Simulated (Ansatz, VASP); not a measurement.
# MgO: VASP beside Ansatz, part 2 of 3

Wanted: the spread between two codes on one cell, functional and k mesh. The cell is taken from a series of runs on this material, whose earlier steps may have relaxed, scaled, displaced or heated it; both programs get it as it stands.

VASP 6.6.1 and Ansatz 0.2.0.

So far: Set-up; VASP: dielectric response, LDA.

### 3. Ansatz: dielectric response, LDA

Level of this step: Ansatz beside VASP: Kohn-Sham DFT, plane waves, LDA (Ansatz).

Ansatz runs on its default PAW (the set named soft_2) files.

The same cell, functional (in two slightly different forms) and mesh now go to Ansatz, which takes its cutoff from its data sets.

File input.yaml:

```yaml
crystal:
  lattice:
    - [0.0, 2.0796066173, 2.0796066173]
    - [2.0796066173, 0.0, 2.0796066173]
    - [2.0796066173, 2.0796066173, 0.0]
  atoms:
    - { symbol: Mg, position: [0.0, 0.0, 0.0] }
    - { symbol: O, position: [0.5, 0.5, 0.5] }
kpoints:
  mp_grid: { grid: [8, 8, 8] }
hamiltonian:
  xc: lda
scf:
  occupations: { method: fixed }
output:
  eigenvalues: true
dielectric: {}
```

Command:

```console
$ ansatz run input.yaml --threads 4 --pin off --max-ram 8192MiB --backend cpu --events-out ev --progress --plain --runs-dir out
```

Numbers of over 12 decimals in the logs are rounded to 6 here.

Output:

```text
Engine: ansatz 0.2.0, aarch64-unknown-linux-gnu
Pseudopotentials: kind: paw
Pseudopotential: Mg, paw, valence charge 10, recommended cutoff 420 eV (normal), Mg.paw.azcp
Pseudopotential: O, paw, valence charge 6, recommended cutoff 420 eV (normal), O.paw.azcp
Functional definition: SPW92
  exchange = slater_x
  correlation = pw_c
Crystal: 2 atoms, lattice volume = 17.988 Å³
Basis set: ecut = 420 eV, 339 PW (Γ), exchange–correlation on 40×40×40 points (8 copies of the dense FFT grid, shifted against one another)
Bands: 12, of which v1, the nominal top of the filled ones, is band 8 counted from 1 (7 counted from 0)
Symmetry: 48 space group operations
k-points: 59 of 512 (irreducible under 8 space group operations, time reversal used)
Non-local potential: Mg, projectors of the file, l = 0: 3, l = 1: 2, l = 2: 1
Non-local potential: O, projectors of the file, l = 0: 2, l = 1: 2, l = 2: 1
PAW form: soft (Blöchl's): semilocal exchange-correlation on the pseudo side does not see the compensation charge
PAW frozen core: Mg, regenerated for the run's functional, and the local potential with it (the file was generated under x = pbe(κ = 0.804, μ = 0.219515), c = pbe(β = 0.066725))
PAW frozen core: O, regenerated for the run's functional, and the local potential with it (the file was generated under x = pbe(κ = 0.804, μ = 0.219515), c = pbe(β = 0.066725))
PAW one-centre angular grid: Mg, 110 points (default); XC on 64 Gauss nodes
PAW one-centre angular grid: O, 110 points (default); XC on 64 Gauss nodes
Initial density: superposition of atomic densities (neutral atoms: chi_scale 0, normalization atom), corrected by the library's trained network
Initial wavefunctions: pseudopotential atomic-orbital guess
Functional: x = slater, c = lda
SCF iter   1: F=—  HF=-2460.083330 eV  |F-HF|=—  |Δ(HF+E_count)|=         —  Δρ=1.80e-2  dr2=4.59e-2  ethr=1.77e-3  ⟨swp⟩=4.7  Hψ=3725  notcnv=0  defer=97
preconditioner: auto → none  [insulator: Δε(μ)=4.882 eV  Ē_g=18.542 eV  n_scr=8 (ndim 8)  ℏωp=24.8 eV  f_vac=0.000  ε∞_Penn≈2.8]
SCF iter   2: F=—  HF=-2460.068416 eV  |F-HF|=—  |Δ(HF+E_count)|=   1.49e-2  Δρ=8.91e-3  dr2=7.36e-3  ethr=2.87e-4  ⟨swp⟩=2.5  Hψ=1478  notcnv=0  defer=116
SCF iter   3: F=—  HF=-2460.065716 eV  |F-HF|=—  |Δ(HF+E_count)|=   2.70e-3  Δρ=1.95e-3  dr2=3.79e-4  ethr=4.60e-5  ⟨swp⟩=2.0  Hψ=1040  notcnv=0  defer=116
SCF iter   4: F=—  HF=-2460.065500 eV  |F-HF|=—  |Δ(HF+E_count)|=   2.16e-4  Δρ=4.20e-4  dr2=1.40e-5  ethr=2.37e-6  ⟨swp⟩=2.1  Hψ=1205  notcnv=0  defer=107
SCF iter   5: F=—  HF=-2460.065491 eV  |F-HF|=—  |Δ(HF+E_count)|=   8.70e-6  Δρ=2.53e-5  dr2=7.23e-8  ethr=8.72e-8  ⟨swp⟩=2.0  Hψ=1128  notcnv=0
SCF iter   6: F=—  HF=-2460.065494 eV  |F-HF|=—  |Δ(HF+E_count)|=   3.11e-6  Δρ=2.31e-6  dr2=5.04e-10  ethr=4.52e-10  ⟨swp⟩=2.1  Hψ=1176  notcnv=0
SCF iter   7: F=-2460.065494 eV  HF=-2460.065494 eV  |F-HF|=0.00e0  |Δ(HF+E_count)|=  3.46e-11  Δρ=6.38e-8  dr2=4.44e-13  ethr=1.00e-12  ⟨swp⟩=3.6  Hψ=2016  notcnv=0
SCF 1 converged in 7 iterations: F = -2460.065494 eV  dr2 = 4.44e-13
  greatest PAW one-centre occupation: 1.000 electrons in one spin orbital (limit 2), on the Mg atom at site 0 (counted from 0), in its partial waves of l = 1
DFPT response loops at Γ: preconditioner auto → none (the input reference at scf.mixing.eps_inf says where Resta's filter doesn't serve); β = 0.50; Broyden in place of MSR1
── the response to a field inside a basis, on 8×8×8 k-points: an SCF that follows is theirs, and a resumed run solves both again ──
Bands: 9, of which v1, the nominal top of the filled ones, is band 8 counted from 1 (7 counted from 0)
k-points: 60 of 512 (irreducible under 12 space group operations)
Initial density: handed on by an earlier stage of this run
Initial wavefunctions: pseudopotential atomic-orbital guess (no wavefunctions were taken with the density)
Eigensolver: Dense (60 Hₖ)
SCF iter   1: F=—  HF=-2460.070922 eV  |F-HF|=—  |Δ(HF+E_count)|=         —  Δρ=1.19e-3  dr2=3.53e-5  ethr=1.00e-1
preconditioner: auto → none  [insulator: Δε(μ)=5.329 eV  Ē_g=14.769 eV  n_scr=8 (ndim 8)  ℏωp=24.8 eV  f_vac=0.000  ε∞_Penn≈3.8]
SCF iter   2: F=—  HF=-2460.070915 eV  |F-HF|=—  |Δ(HF+E_count)|=   6.88e-6  Δρ=5.43e-4  dr2=1.17e-5  ethr=2.21e-7
SCF iter   3: F=—  HF=-2460.070914 eV  |F-HF|=—  |Δ(HF+E_count)|=   7.29e-7  Δρ=2.45e-4  dr2=2.25e-6  ethr=7.34e-8
SCF iter   4: F=-2460.070913 eV  HF=-2460.070913 eV  |F-HF|=1.30e-9  |Δ(HF+E_count)|=   4.68e-7  Δρ=1.52e-5  dr2=1.06e-8  ethr=1.40e-8
SCF 1 converged in 4 iterations: F = -2460.070913 eV  dr2 = 1.06e-8
DFPT response loops at Γ: mixed as the last ones told, above
SCF converged after 7 iterations
Free energy (F): -2460.065494 eV
Harris-Foulkes:  -2460.065494 eV  (|F-HF|=0.00e0)
Internal energy: -2460.065494 eV  (E = F + TS)
E sigma→0 (E₀):  -2460.065494 eV
Fermi energy:    8.240310 eV
--- Per-component energies (eV) ---
  E_band       = -287.660667
  E_kinetic    = 255.766989
  E_local      = -1577.320648  (includes V_loc(G=0)·N_el)
  E_nonlocal   = 145.613129
  E_hartree    = 543.389914
  E_xc         = -104.028506
  E_vxc        = -134.275337  (∫ρ·V_xc dr)
  E_paw        = -417.986475  (= ΣΔE_a)
  E_vpaw       = -64.227279  (= ΣTr[D̂ρ^β])
  E_aug_tail   = 0.002646  (compensation charges beyond the density's cutoff)
  E_ewald      = -1305.749943
  E_core_change = 0.247401  (= ΣΔE_core)
  E_smearing   = -0.000000  (= −TS)
  E_closure    = 0.000000  (closes the sum)
  Σ components = -2460.065494   (vs F -2460.065494, Δ=0.00e0)
--- Band table (eV; the first three rows and the last of 59) ---
  k-point 0: bands = [... 4 lower, -8.9621, 8.2403, 8.2403, 8.2403, 13.2746, 23.9940, 23.9940, 23.9940]
  k-point 1: bands = [... 4 lower, -8.7746, 7.2636, 8.1290, 8.1290, 14.1746, 22.3269, 24.3713, 24.3713]
  k-point 2: bands = [... 4 lower, -8.2852, 5.4801, 7.8717, 7.8717, 15.5721, 20.8419, 24.9250, 24.9250]
  k-point 58: bands = [... 4 lower, -7.1554, 5.1347, 5.1347, 6.3660, 19.9518, 19.9518, 20.5811, 24.0019]
--- Dielectric response (ions clamped): 3 representative field directions + reference, inside a basis on a mesh of 512 k-points (Σ response iterations 15) ---
  ε∞ (high-frequency dielectric tensor):
        3.183174    -0.000000    -0.000000
       -0.000000     3.183174    -0.000000
       -0.000000    -0.000000     3.183174
  Born effective charges Z* (e; rows j = field, columns β = displacement):
    site 0:
         1.96682   -0.00000    0.00000
         0.00000    1.96682    0.00000
        -0.00000   -0.00000    1.96682
    site 1:
        -1.96682    0.00000   -0.00000
        -0.00000   -1.96682    0.00000
         0.00000    0.00000   -1.96682
  Z* charge neutrality: 4.536e-4 e pre-enforcement
  solved inside a basis spanned on kpoints, on 8×8×8 k-points, its susceptibility summed on 12×12×12: ε∞ is read to err by 6.9e-3, Z* by 1.1e-2 e (field_mesh: kpoints solves on kpoints); Z* is corrected for what the basis lacks
```

### 4. Differences

Known differences besides the potentials themselves: the two LDA forms differ slightly; fixed occupations in Ansatz, narrow Gaussian smearing in VASP; VASP's response is taken on the typed mesh, Ansatz refines its own for the field response alone; the data sets hold 16 valence electrons in Ansatz (on its default PAW (the set named soft_2) files) and 8 in VASP; the cutoff is 420 eV in Ansatz and 520 eV in VASP; VASP's log shows a relativistic correction to its local exchange, Ansatz's none. Total energies have different zeros and are not compared.

The two programs side by side:

```csv
quantity,Ansatz,VASP,difference
ε∞ xx,3.18,3.11,+2.48 %
ε∞ yy,3.18,3.11,+2.48 %
ε∞ zz,3.18,3.11,+2.48 %
Born charge of Mg1 (mean of the diagonal) (e),1.97,1.95,+0.01
Born charge of O2 (mean of the diagonal) (e),-1.97,-1.95,-0.01
```

### 5. VASP: dielectric response, PBEsol

The response to a field tests empty states and converges slowly with the mesh. The cell compared in this pair holds 18.71 Å³, against 17.99 Å³ for the pair before.

File INCAR:

```
SYSTEM = MgO
PREC = Accurate
ENCUT = 520
EDIFF = 1E-08
NELM = 120
ISMEAR = 0
SIGMA = 0.01
LREAL = .FALSE.
ALGO = Normal
GGA = PS
NBANDS = 10
LORBIT = 11
LWAVE = .FALSE.
LCHARG = .FALSE.
ISIF = 2
LEPSILON = .TRUE.
LASPH = .TRUE.
GGA_COMPAT = .FALSE.
EFERMI = MIDGAP
KPAR = 2
```

File POSCAR:

```
MgO
1.0
    0.0000000000      2.1069824750      2.1069824750
    2.1069824750      0.0000000000      2.1069824750
    2.1069824750      2.1069824750      0.0000000000
Mg O
1 1
Direct
    0.0000000000      0.0000000000      0.0000000000
    0.5000000000      0.5000000000      0.5000000000
```

File KPOINTS:

```
Automatic mesh
0
Gamma
8 8 8
0 0 0
```

The projector-augmented-wave data sets are Mg and O (PBE family, release 64).

Command:

```console
$ mpirun -np 2 vasp_std
```

Output:

```text
[banner, memory and clock lines left out]
running    2 mpi-ranks, on    1 nodes
[...]
|                                                                             |
|               ----> ADVICE to this user running VASP <----                  |
|                                                                             |
|     You enforced a specific xc type in the INCAR file but a different       |
|     [... a line on the potential file left out ...]
|     I HOPE YOU KNOW WHAT YOU ARE DOING!                                     |
|                                                                             |

 LDA part: xc-table for (Slater+PW92), standard interpolation
 POSCAR, INCAR and KPOINTS ok, starting setup
[...]
entering main loop
       N       E                     dE             d eps       ncg     rms          rms(c)
DAV:   1     0.103001518962E+02    0.10300E+02   -0.46871E+03   660   0.709E+02
DAV:   2    -0.134333252267E+02   -0.23733E+02   -0.22702E+02   652   0.134E+02
[...]
change of polarisation eV/A/(eV/A) component  2 :     0.046     0.224    -0.012
 dielectric tensor                  component  2 :     0.446     3.172    -0.115
 Linear response to external field, progress :
  Direction:   3
       N       E                     dE             d eps       ncg     rms          rms(c)
RMM:   1    -0.116141038661E+00   -0.11614E+00   -0.35100E-01  2494   0.165E+00
RMM:   2    -0.116716160733E+00   -0.57512E-03   -0.90007E-04  1825   0.204E-01    0.535E-01
RMM:   3    -0.115121344196E+00    0.15948E-02   -0.10798E-03  1813   0.263E-01    0.321E-01
RMM:   4    -0.121583271389E+00   -0.64619E-02   -0.19893E-03  1806   0.375E-01    0.297E-02
RMM:   5    -0.122187227919E+00   -0.60396E-03   -0.22635E-05  1911   0.430E-02    0.578E-03
RMM:   6    -0.122261095314E+00   -0.73867E-04   -0.20186E-07  1951   0.416E-03    0.243E-03
RMM:   7    -0.122285899095E+00   -0.24804E-04   -0.66155E-08  1952   0.220E-03    0.126E-04
RMM:   8    -0.122286979306E+00   -0.10802E-05   -0.57888E-10  1792   0.188E-04    0.537E-05
RMM:   9    -0.122287053018E+00   -0.73712E-07   -0.77623E-11  1581   0.732E-05    0.718E-06
 change of polarisation eV/A/(eV/A) component  3 :     0.005     0.025     0.224
 dielectric tensor                  component  3 :     0.049     0.239     3.172
 Born effective charges drift removed
```

OUTCAR, selected parts (step 5):

```text
  Total       -0.0563005     -0.0563005     -0.0563005     -0.0000000      0.0000000     -0.0000000
  in kB       -4.8218090     -4.8218090     -4.8218090     -0.0000000      0.0000000     -0.0000000
  external PRESSURE =      -4.8218090 kB  Pullay stress =       0.0000000 kB

 POSITION                                       TOTAL-FORCE (eV/Angst)
 -----------------------------------------------------------------------------------
      0.00000      0.00000      0.00000         0.000000      0.000000      0.000000
      2.10698      2.10698      2.10698        -0.000000     -0.000000     -0.000000
 -----------------------------------------------------------------------------------
    total drift:                               -0.000000     -0.000000      0.000000

 MACROSCOPIC STATIC DIELECTRIC TENSOR (including local field effects in DFT)
 ------------------------------------------------------
           3.171523    -0.000000    -0.000000
           0.000000     3.171523     0.000000
          -0.000000     0.000000     3.171523
 ------------------------------------------------------

[... 1 part as in an earlier step ...]

[... 1 further part left out ...]
```

### 6. Ansatz: dielectric response, PBEsol

The same cell, functional and mesh now go to Ansatz, which takes its cutoff from its data sets.

The cell is taken from a series of runs on this material, whose earlier steps may have relaxed, scaled, displaced or heated it; both programs get it as it stands.

input.yaml, the sections that differ from step 3:

```yaml
crystal:
  lattice:
    - [0.0, 2.106982475, 2.106982475]
    - [2.106982475, 0.0, 2.106982475]
    - [2.106982475, 2.106982475, 0.0]
  atoms:
    - { symbol: Mg, position: [0.0, 0.0, 0.0] }
    - { symbol: O, position: [0.5, 0.5, 0.5] }
hamiltonian:
  xc: pbesol
# kpoints, scf, output, dielectric: as in step 3
```

Command:

```console
$ ansatz run input.yaml --threads 4 --pin off --max-ram 8192MiB --backend cpu --events-out ev --progress --plain --runs-dir out
```

Output:

```text
[...]
Crystal: 2 atoms, lattice volume = 18.707 Å³
Basis set: ecut = 420 eV, 339 PW (Γ), exchange–correlation on 40×40×40 points (8 copies of the dense FFT grid, shifted against one another)
Bands: 12, of which v1, the nominal top of the filled ones, is band 8 counted from 1 (7 counted from 0)
Symmetry: 48 space group operations
k-points: 59 of 512 (irreducible under 8 space group operations, time reversal used)
[...]
3.245831     0.000000     0.000000
        0.000000     3.245831    -0.000000
        0.000000    -0.000000     3.245831
  Born effective charges Z* (e; rows j = field, columns β = displacement):
    site 0:
         1.98003    0.00000   -0.00000
        -0.00000    1.98003   -0.00000
         0.00000   -0.00000    1.98003
    site 1:
        -1.98003   -0.00000    0.00000
         0.00000   -1.98003    0.00000
        -0.00000    0.00000   -1.98003
  Z* charge neutrality: 7.511e-4 e pre-enforcement
[...]
[key lines of the parts left out:]
SCF converged after 7 iterations
Free energy (F): -2475.871292 eV
Fermi energy:    7.996805 eV
```

### 7. Differences

What differs besides the data sets and the points named for the pairs above, as far as they apply: the data sets hold 16 valence electrons in Ansatz (on its default PAW (the set named soft_2) files) and 8 in VASP; Ansatz makes its cores anew for this functional, VASP keeps those of its PBE data sets. Total energies have different zeros and are not compared.

The two programs side by side:

```csv
quantity,Ansatz,VASP,difference
ε∞ xx,3.25,3.17,+2.34 %
ε∞ yy,3.25,3.17,+2.34 %
ε∞ zz,3.25,3.17,+2.34 %
Born charge of Mg1 (mean of the diagonal) (e),1.98,1.97,+0.01
Born charge of O2 (mean of the diagonal) (e),-1.98,-1.97,-0.01
```

[end of part 2 of 3]

[Lines on the potential files, build, host, timing and source positions are cut from VASP's logs without a mark.]

[Logs are printed without paths, hosts, clocks, repeated set-up lines and the standing remarks that a program may print on its own settings, such as how far it seeks lower states.]

[Hosts, paths, dates, database ids (printed as entryN), source tags and the programs' standing remarks are cut or masked in the printed files.]
